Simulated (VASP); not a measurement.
All values below come from r2SCAN meta-GGA, VASP's PBE PAW potentials (set 64) (plane waves; VASP).

A VASP calculation is set up with these files.

INCAR:
```
! general
SYSTEM  = BaLiF3
PREC    = Accurate
ENCUT   = 520
LREAL   = .FALSE.
LASPH   = .TRUE.
NBANDS  = 63

! electronic loop
EDIFF   = 1E-7
NELM    = 100
ALGO    = Normal
LMAXMIX = 4
LMIXTAU = .TRUE.

! smearing
ISMEAR  = 0
SIGMA   = 0.01

! functional
METAGGA = R2SCAN

! output
LWAVE   = .FALSE.
LCHARG  = .FALSE.
NEDOS   = 1001

! other
LOPTICS = .TRUE.
LPEAD   = .TRUE.
CSHIFT  = 0.1
```

### POSCAR
```
BaLiF3
1
    3.9921149224    -0.0000000000     0.0000000000
   -0.0000000000     3.9921149224    -0.0000000000
   -0.0000000000    -0.0000000000     3.9921149224
Ba Li F
1 1 3
Direct
  0.0000000000   0.0000000000   0.0000000000
  0.5000000000   0.5000000000   0.5000000000
  0.0000000000   0.5000000000   0.5000000000
  0.5000000000   0.0000000000   0.5000000000
  0.5000000000   0.5000000000   0.0000000000
```

File KPOINTS:
```
Automatic mesh
0
G
  7 7 7
0 0 0
```

POTCAR, in this order: Ba_sv Li_sv F (PBE.64 set). Program: vasp_std.

Output of the run:

### OSZICAR
```
       N       E                     dE             d eps       ncg     rms          rms(c)
DAV:   1     0.194045554158E+03    0.19405E+03   -0.15155E+04  2520   0.561E+02
DAV:   2    -0.561001290231E+02   -0.25015E+03   -0.23674E+03  2980   0.190E+02
DAV:   3    -0.685380469569E+02   -0.12438E+02   -0.12081E+02  3896   0.325E+01
DAV:   4    -0.688984531499E+02   -0.36041E+00   -0.35970E+00  3064   0.416E+00
DAV:   5    -0.689013399038E+02   -0.28868E-02   -0.28866E-02  2941   0.378E-01    0.823E+00
DAV:   6    -0.590746670976E+02    0.98267E+01   -0.75564E-01  2702   0.555E+00    0.348E+00
DAV:   7    -0.564978772138E+02    0.25768E+01   -0.99979E-01  2892   0.498E+00    0.208E+00
DAV:   8    -0.607830588107E+02   -0.42852E+01   -0.70612E-01  2562   0.391E+00    0.113E+00
DAV:   9    -0.569073638125E+02    0.38757E+01   -0.29610E-01  2746   0.263E+00    0.974E-01
DAV:  10    -0.570399927617E+02   -0.13263E+00   -0.13475E-01  2576   0.165E+00    0.451E-01
DAV:  11    -0.570559657898E+02   -0.15973E-01   -0.27593E-03  3048   0.209E-01    0.453E-01
DAV:  12    -0.570582978904E+02   -0.23321E-02   -0.29687E-02  2646   0.854E-01    0.378E-01
DAV:  13    -0.570697386008E+02   -0.11441E-01   -0.77112E-03  2660   0.391E-01    0.326E-01
DAV:  14    -0.570667954794E+02    0.29431E-02   -0.57335E-04  2858   0.108E-01    0.205E-01
DAV:  15    -0.570713526985E+02   -0.45572E-02   -0.92444E-04  2724   0.135E-01    0.120E-01
DAV:  16    -0.570713737622E+02   -0.21064E-04   -0.15908E-04  3064   0.611E-02    0.373E-02
DAV:  17    -0.570712848677E+02    0.88895E-04   -0.25167E-05  2770   0.203E-02    0.362E-02
DAV:  18    -0.570713040678E+02   -0.19200E-04   -0.81913E-07  3160   0.476E-03    0.307E-02
DAV:  19    -0.570713816005E+02   -0.77533E-04   -0.29035E-05  2667   0.287E-02    0.732E-03
DAV:  20    -0.570714014033E+02   -0.19803E-04   -0.10090E-05  2916   0.146E-02    0.821E-03
DAV:  21    -0.570714035090E+02   -0.21057E-05   -0.17049E-06  2875   0.574E-03    0.369E-03
DAV:  22    -0.570714046493E+02   -0.11403E-05   -0.39019E-07  2833   0.270E-03    0.343E-03
DAV:  23    -0.570714047109E+02   -0.61610E-07   -0.45498E-08  2628   0.117E-03
   1 F= -.57071405E+02 E0= -.57071405E+02  d E =-.107319E-14
 imaginary and real dielectric function
```

**OUTCAR**
```
------------------------ aborting loop because EDIFF is reached ----------------------------------------
  FORCE on cell =-STRESS in cart. coord.  units (eV):
  Direction    XX          YY          ZZ          XY          YZ          ZX
  --------------------------------------------------------------------------------------
  Total        0.0375299      0.0375299      0.0375299      0.0000000      0.0000000     -0.0000000
  in kB        0.9451026      0.9451026      0.9451026      0.0000000      0.0000000     -0.0000000
  external PRESSURE =       0.9451026 kB  Pullay stress =       0.0000000 kB
  volume of cell :       63.62
      direct lattice vectors                 reciprocal lattice vectors
     3.992114922  0.000000000  0.000000000     0.250493791  0.000000000  0.000000000
     0.000000000  3.992114922  0.000000000     0.000000000  0.250493791  0.000000000
     0.000000000  0.000000000  3.992114922     0.000000000  0.000000000  0.250493791
 POSITION                                       TOTAL-FORCE (eV/Angst)
 -----------------------------------------------------------------------------------
      0.00000      0.00000      0.00000         0.000000      0.000000      0.000000
      1.99606      1.99606      1.99606         0.000000      0.000000      0.000000
      0.00000      1.99606      1.99606         0.000000      0.000000      0.000000
      1.99606      0.00000      1.99606         0.000000      0.000000      0.000000
      1.99606      1.99606      0.00000         0.000000      0.000000      0.000000
 -----------------------------------------------------------------------------------
    total drift:                                0.000000      0.000000     -0.000000
  FREE ENERGIE OF THE ION-ELECTRON SYSTEM (eV)
  ---------------------------------------------------
  free  energy   TOTEN  =       -57.0714047109 eV

  energy  without entropy=      -57.0714047109  energy(sigma->0) =      -57.07140471

 plasma frequency squared (from intraband transitions) (eV^2)
  --------------------------------------------------------------------------------------
       0.000       0.000       0.000
       0.000       0.000       0.000
       0.000       0.000       0.000

 plasma frequency squared (from interband transitions, int dw w eps(2)(w)) (eV^2)
  --------------------------------------------------------------------------------------
     507.141       0.000      -0.000       0.000      -0.000      -0.000
      -0.000      -0.000     507.141       0.000      -0.000      -0.000
      -0.000       0.000      -0.000       0.000     507.141       0.000
```
(Selected blocks of OUTCAR.)

The structure comes from a computed database's BaLiF3 entry (Pm-3m); how it stands against other phases isn't given here. It was relaxed first.
